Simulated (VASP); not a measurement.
# Lattice of Si2Ni across functionals and dispersion corrections, part 3 of 6

Which functional gives the lattice of Si2Ni as experiment finds it, and is a dearer one worth its cost? The start is a cell from a database of measured crystal structures.

VASP 6.6.1, plane waves and PAW; the level of theory is named at each step.

Still holding for the runs below: A U on the itinerant d states of such a compound is hard to justify; it moves the bands at the Fermi level.

So far. Step 2 (Magnetic order: ferromagnetic): The moments fall under 0.1 μB, and the mesh shows no gap. Step 3 (Magnetic order: antiferromagnetic, q = (0, 0, 1/2)): The energy lies -0.5 meV an atom from the first pattern, a difference of sampling, since both runs hold the same state. The moments fall under 0.1 μB, and the mesh shows no gap.

## Step 4: Magnetic order: antiferromagnetic, q = (1/2, 1/2, 0)

Level of this step: LDA, DFT+U (Ni d 4 eV), spin-polarised from an antiferromagnetic start; plane waves and PAW (Si, Ni) (VASP).

Next, a pattern with opposite moments, which needs a doubled cell; q is given in the reciprocal vectors of the primitive cell.

INCAR

```
SYSTEM = Si2Ni
PREC = Accurate
ENCUT = 400
EDIFF = 1E-06
NELM = 100
ISMEAR = -1
SIGMA = 0.05
LREAL = .FALSE.
ALGO = Normal
GGA = CA
NBANDS = 27
ISPIN = 2
MAGMOM = 0 0 0 0 1 -1
LDAU = .TRUE.
LDAUTYPE = 2
LDAUL = -1 2
LDAUU = 0 4
LDAUJ = 0 0
LDAUPRINT = 1
LASPH = .TRUE.
LMAXMIX = 4
LORBIT = 11
LWAVE = .FALSE.
LCHARG = .FALSE.
KPAR = 8
ISIF = 2
```

POSCAR

```
Si2Ni
1.0
    0.0000000000      5.4060000000      5.4060000000
    2.7030000000      2.7030000000      5.4060000000
    2.7030000000      2.7030000000      0.0000000000
Si Ni
4 2
Direct
    0.0000000000      0.2500000000      0.2500000000
    0.5000000000      0.2500000000      0.2500000000
    0.0000000000      0.7500000000      0.7500000000
    0.5000000000      0.7500000000      0.7500000000
    0.0000000000      0.0000000000      0.0000000000
    0.5000000000      0.0000000000      0.0000000000
```

KPOINTS

```
Automatic mesh
0
Gamma
7 7 7
0 0 0
```

PAW data sets: Si and Ni (PBE family, release 64).

Command:

```
> mpirun -np 8 vasp_std
```

What it wrote:

```text
[... set-up lines as in an earlier step ...]
 entering main loop
       N       E                     dE             d eps       ncg     rms          rms(c)
DAV:   1     0.177466448196E+03    0.17747E+03   -0.12909E+04  4336   0.113E+03
DAV:   2    -0.233576557982E+02   -0.20082E+03   -0.19059E+03  4392   0.263E+02
DAV:   3    -0.367396919355E+02   -0.13382E+02   -0.13093E+02  5213   0.828E+01
DAV:   4    -0.370664262796E+02   -0.32673E+00   -0.32506E+00  5397   0.120E+01
DAV:   5    -0.370746093542E+02   -0.81831E-02   -0.81802E-02  5486   0.197E+00    0.199E+01
DAV:   6    -0.404860587640E+02   -0.34114E+01   -0.48415E+01  4812   0.127E+02    0.206E+01
DAV:   7    -0.349572090101E+02    0.55288E+01   -0.15673E+01  5283   0.855E+01    0.412E+00
DAV:   8    -0.350007812660E+02   -0.43572E-01   -0.20592E+00  6584   0.142E+01    0.355E+00
DAV:   9    -0.348906522114E+02    0.11013E+00   -0.40978E-01  4979   0.109E+01    0.655E-01
DAV:  10    -0.348938134098E+02   -0.31612E-02   -0.25572E-02  6425   0.246E+00    0.329E-01
DAV:  11    -0.348937054287E+02    0.10798E-03   -0.18413E-03  6103   0.456E-01    0.153E-01
DAV:  12    -0.348937590069E+02   -0.53578E-04   -0.34640E-04  6159   0.389E-01    0.717E-02
DAV:  13    -0.348937803974E+02   -0.21391E-04   -0.74059E-05  5462   0.111E-01    0.181E-02
DAV:  14    -0.348937834261E+02   -0.30286E-05   -0.55331E-06  4932   0.366E-02    0.699E-03
DAV:  15    -0.348937836538E+02   -0.22778E-06   -0.58677E-07  2637   0.129E-02
   1 F= -.34893784E+02 E0= -.34886269E+02  d E =-.150285E-01  mag=    -0.0000
```

It took 41 s on 8 MPI ranks of AMD EPYC 7R43, shared host; peak memory 1.9 GiB; 5.3 min of CPU time.

OUTCAR, selected parts (step 4):

```text
  LATTYP: Found a simple tetragonal cell.
 ALAT       =     3.8226192591
 C/A-ratio  =     1.4142135624

 Subroutine GETGRP returns: Found 16 space group operations
 (whereof 16 operations were pure point group operations)

The static configuration has the point symmetry D_4h.

 Found     40 irreducible k-points:

   k-points           NKPTS =     40   k-points in BZ     NKDIM =     40   number of bands    NBANDS=     27

   dimension x,y,z NGX =    50 NGY =   48 NGZ =   28
   dimension x,y,z NGXF=   100 NGYF=   96 NGZF=   56

   ENCUT  =  400.0 eV  29.40 Ry    5.42 a.u.  12.47 10.80  6.23*2*pi/ulx,y,z

   NELECT =      36.0000    total number of electrons

atom =   5  type =  2  l = 2

 onsite density matrix

spin component  1

  0.8505  0.0000  0.0000 -0.0000  0.0000
  0.0000  0.8528 -0.0000 -0.0000  0.0000
  0.0000 -0.0000  0.9048  0.0000  0.0000
 -0.0000 -0.0000  0.0000  0.8528  0.0000
  0.0000  0.0000  0.0000  0.0000  0.9054

spin component  2

  0.8504  0.0000  0.0000 -0.0000  0.0000
  0.0000  0.8528 -0.0000 -0.0000  0.0000
  0.0000 -0.0000  0.9048  0.0000  0.0000
 -0.0000 -0.0000  0.0000  0.8528  0.0000
  0.0000  0.0000  0.0000  0.0000  0.9054

 occupancies and eigenvectors

  o =  0.8504  v =  0.0000  0.0000  0.0000  0.0000  0.0000  1.0000  0.0000  0.0000  0.0000  0.0000      0.0000  0.0000  0.0000  0.0000  0.0000  0.0000  0.0000  0.0000  0.0000  0.0000
  o =  0.8505  v =  1.0000  0.0000  0.0000  0.0000  0.0000  0.0000  0.0000  0.0000  0.0000  0.0000      0.0000  0.0000  0.0000  0.0000  0.0000  0.0000  0.0000  0.0000  0.0000  0.0000
  o =  0.8528  v =  0.0000  0.0000  0.0000  0.0000  0.0000  0.0000 -0.8465  0.0000 -0.5323 -0.0000      0.0000  0.0000  0.0000  0.0000  0.0000  0.0000  0.0000  0.0000  0.0000  0.0000
  o =  0.8528  v =  0.0000  0.0000  0.0000  0.0000  0.0000  0.0000 -0.5323  0.0000  0.8465  0.0000      0.0000  0.0000  0.0000  0.0000  0.0000  0.0000  0.0000  0.0000  0.0000  0.0000
  o =  0.8528  v =  0.0000 -0.2321  0.0000 -0.9727  0.0000  0.0000  0.0000  0.0000  0.0000  0.0000      0.0000  0.0000  0.0000  0.0000  0.0000  0.0000  0.0000  0.0000  0.0000  0.0000
  o =  0.8528  v =  0.0000 -0.9727 -0.0000  0.2321 -0.0000  0.0000  0.0000  0.0000  0.0000  0.0000      0.0000  0.0000  0.0000  0.0000  0.0000  0.0000  0.0000  0.0000  0.0000  0.0000
  o =  0.9048  v =  0.0000  0.0000  0.0000  0.0000  0.0000  0.0000 -0.0000 -1.0000  0.0000 -0.0000      0.0000  0.0000  0.0000  0.0000  0.0000  0.0000  0.0000  0.0000  0.0000  0.0000
  o =  0.9048  v =  0.0000 -0.0000 -1.0000 -0.0000  0.0000  0.0000  0.0000  0.0000  0.0000  0.0000      0.0000  0.0000  0.0000  0.0000  0.0000  0.0000  0.0000  0.0000  0.0000  0.0000
  o =  0.9054  v =  0.0000  0.0000  0.0000  0.0000  0.0000  0.0000  0.0000 -0.0000 -0.0000  1.0000      0.0000  0.0000  0.0000  0.0000  0.0000  0.0000  0.0000  0.0000  0.0000  0.0000
  o =  0.9054  v =  0.0000 -0.0000  0.0000  0.0000  1.0000  0.0000  0.0000  0.0000  0.0000  0.0000      0.0000  0.0000  0.0000  0.0000  0.0000  0.0000  0.0000  0.0000  0.0000  0.0000

atom =   6  type =  2  l = 2

 onsite density matrix

spin component  1

  0.8504  0.0000 -0.0000 -0.0000  0.0000
  0.0000  0.8528 -0.0000  0.0000 -0.0000
 -0.0000 -0.0000  0.9048  0.0000  0.0000
 -0.0000  0.0000  0.0000  0.8528  0.0000
  0.0000 -0.0000  0.0000  0.0000  0.9054

spin component  2

  0.8505  0.0000 -0.0000 -0.0000  0.0000
  0.0000  0.8528 -0.0000  0.0000 -0.0000
 -0.0000 -0.0000  0.9048  0.0000  0.0000
 -0.0000  0.0000  0.0000  0.8528  0.0000
  0.0000 -0.0000  0.0000  0.0000  0.9054

 occupancies and eigenvectors

  o =  0.8504  v =  1.0000  0.0000  0.0000  0.0000  0.0000  0.0000  0.0000  0.0000  0.0000  0.0000      0.0000  0.0000  0.0000  0.0000  0.0000  0.0000  0.0000  0.0000  0.0000  0.0000
  o =  0.8505  v =  0.0000  0.0000  0.0000  0.0000  0.0000  1.0000  0.0000  0.0000  0.0000  0.0000      0.0000  0.0000  0.0000  0.0000  0.0000  0.0000  0.0000  0.0000  0.0000  0.0000
  o =  0.8528  v =  0.0000 -0.8296 -0.0000 -0.5584 -0.0000  0.0000  0.0000  0.0000  0.0000  0.0000      0.0000  0.0000  0.0000  0.0000  0.0000  0.0000  0.0000  0.0000  0.0000  0.0000
  o =  0.8528  v =  0.0000  0.5584  0.0000 -0.8296  0.0000  0.0000  0.0000  0.0000  0.0000  0.0000      0.0000  0.0000  0.0000  0.0000  0.0000  0.0000  0.0000  0.0000  0.0000  0.0000
  o =  0.8528  v =  0.0000  0.0000  0.0000  0.0000  0.0000  0.0000  0.6577  0.0000  0.7533 -0.0000      0.0000  0.0000  0.0000  0.0000  0.0000  0.0000  0.0000  0.0000  0.0000  0.0000
  o =  0.8528  v =  0.0000  0.0000  0.0000  0.0000  0.0000  0.0000 -0.7533 -0.0000  0.6577  0.0000      0.0000  0.0000  0.0000  0.0000  0.0000  0.0000  0.0000  0.0000  0.0000  0.0000
  o =  0.9048  v =  0.0000  0.0000 -1.0000 -0.0000 -0.0000  0.0000  0.0000  0.0000  0.0000  0.0000      0.0000  0.0000  0.0000  0.0000  0.0000  0.0000  0.0000  0.0000  0.0000  0.0000
  o =  0.9048  v =  0.0000  0.0000  0.0000  0.0000  0.0000  0.0000  0.0000 -1.0000 -0.0000  0.0000      0.0000  0.0000  0.0000  0.0000  0.0000  0.0000  0.0000  0.0000  0.0000  0.0000
  o =  0.9054  v =  0.0000  0.0000  0.0000  0.0000 -1.0000  0.0000  0.0000  0.0000  0.0000  0.0000      0.0000  0.0000  0.0000  0.0000  0.0000  0.0000  0.0000  0.0000  0.0000  0.0000
  o =  0.9054  v =  0.0000  0.0000  0.0000  0.0000  0.0000  0.0000 -0.0000 -0.0000  0.0000 -1.0000      0.0000  0.0000  0.0000  0.0000  0.0000  0.0000  0.0000  0.0000  0.0000  0.0000

 E-fermi :   9.8488

 spin component 1
 k-point     1 :       0.0000    0.0000    0.0000
  band No.  band energies     occupation
    ...
     13       5.9887      1.00000
     14       6.2399      1.00000
     15       6.3118      1.00000
     16       9.3822      0.99991
     17       9.7559      0.86492
     18      11.4339      0.00000
     19      11.6552      0.00000
     20      11.6554      0.00000
     21      11.6554      0.00000
     22      12.6062      0.00000
    ...

 k-point     2 :       0.1429    0.0000    0.0000
  band No.  band energies     occupation
    ...
     13       6.0584      1.00000
     14       6.6270      1.00000
     15       6.6292      1.00000
     16       9.3680      0.99993
     17       9.7487      0.88094
     18      10.1151      0.00484
     19      11.0700      0.00000
     20      11.7287      0.00000
     21      12.1981      0.00000
     22      12.3415      0.00000
    ...

 k-point     3 :       0.2857    0.0000    0.0000
  band No.  band energies     occupation
    ...
     13       6.2795      1.00000
     14       6.6647      1.00000
     15       7.3302      1.00000
     16       8.2003      1.00000
     17       8.2669      1.00000
     18      10.1914      0.00106
     19      11.0242      0.00000
     20      11.7294      0.00000
     21      11.9698      0.00000
     22      12.5111      0.00000
    ...

 k-point     4 :       0.4286    0.0000    0.0000
  band No.  band energies     occupation
    ...
     14       6.6151      1.00000
     15       6.6871      1.00000
     16       7.3330      1.00000
     17       8.3077      1.00000
     18       9.5533      0.99730
     19      10.6713      0.00000
     20      11.4180      0.00000
     21      12.4398      0.00000
     22      12.9398      0.00000
     23      13.2274      0.00000
    ...

  Total       -4.0506533     -4.0506533     -4.0129847      0.0000000      0.0000000      0.0000000
  in kB      -82.1556663    -82.1556663    -81.3916694      0.0000000      0.0000000      0.0000000
  external PRESSURE =     -81.9010007 kB  Pullay stress =       0.0000000 kB

  energy-cutoff  :      400.00
  volume of cell :       78.99
      direct lattice vectors                 reciprocal lattice vectors
     0.000000000  5.406000000  5.406000000    -0.184979652  0.184979652  0.000000000
     2.703000000  2.703000000  5.406000000     0.184979652 -0.184979652  0.184979652
     2.703000000  2.703000000  0.000000000     0.184979652  0.184979652 -0.184979652

 POSITION                                       TOTAL-FORCE (eV/Angst)
 -----------------------------------------------------------------------------------
      1.35150      1.35150      1.35150         0.000000      0.000000      0.000000
      1.35150      4.05450      4.05450         0.000000      0.000000      0.000000
      4.05450      4.05450      4.05450        -0.000000     -0.000000     -0.000000
      4.05450      6.75750      6.75750        -0.000000     -0.000000     -0.000000
      0.00000      0.00000      0.00000        -0.000000     -0.000000      0.000000
      0.00000      2.70300      2.70300        -0.000000     -0.000000      0.000000
 -----------------------------------------------------------------------------------
    total drift:                               -0.000000     -0.000000      0.000000

  FREE ENERGIE OF THE ION-ELECTRON SYSTEM (eV)
  ---------------------------------------------------
  free  energy   TOTEN  =       -34.8937836538 eV

  energy  without entropy=      -34.8787551856  energy(sigma->0) =      -34.88626942

 total charge
# of ion       s       p       d       tot
------------------------------------------
    1        0.742   0.834   0.000   1.576
    2        0.742   0.834   0.000   1.576
    3        0.742   0.834   0.000   1.576
    4        0.742   0.834   0.000   1.576
    5        0.547   0.770   8.693  10.010
    6        0.547   0.770   8.693  10.010
--------------------------------------------------
tot          4.064   4.875  17.386  26.325

 magnetization (x)
# of ion       s       p       d       tot
------------------------------------------
    1        0.000   0.000   0.000   0.000
    2        0.000   0.000   0.000   0.000
    3        0.000   0.000   0.000   0.000
    4        0.000   0.000   0.000   0.000
    5       -0.000  -0.000   0.000   0.000
    6        0.000   0.000  -0.000  -0.000
--------------------------------------------------
tot          0.000   0.000   0.000   0.000

[... 6 further parts left out ...]
```

At this level the cell is under a tension of 8.2 GPa, so at these settings it is away from equilibrium.

This step gave:

* irreducible k-points: 40
* symmetry operations: 16
* free energy (TOTEN): -34.89 eV
* Fermi energy: 9.849 eV
* pressure: -8.190 GPa

The energy lies +0.5 meV an atom from the first pattern, a difference of sampling, since both runs hold the same state. The moments fall under 0.1 μB, and the mesh shows no gap.

## Step 5: The orders side by side

This step: collinear orders at LDA, DFT+U (Ni d 4 eV); plane waves and PAW (VASP 6.6.1).

No new run; the numbers come from the runs before.

Patterns, by row:

```csv
start,atoms,energy less that of the first (meV/atom),largest site moment (μB),end state
ferromagnetic,3,0,0,non-magnetic
"antiferromagnetic, q = (0, 0, 1/2)",6,-0.5,0,non-magnetic
"antiferromagnetic, q = (1/2, 1/2, 0)",6,0.5,0,non-magnetic
```

All patterns lost their moments. Runs that ended non-magnetic differ by up to 1.0 meV an atom among themselves, which is the error from the unlike meshes of the cells. The session goes on with moments started at or near zero.

(Continued in part 4 of 6.)

[Lines on the potential files, build, host, timing and source positions are cut from VASP's logs without a mark.]

[Logs are printed without paths, hosts, clocks, repeated set-up lines and the standing remarks that a program may print on its own settings, such as how far it seeks lower states.]

[Hosts, paths, dates, database ids (printed as entryN), source tags and the programs' standing remarks are cut or masked in the printed files.]

[A measured line is paired with the nearest computed mode of its activity, which favours agreement.]
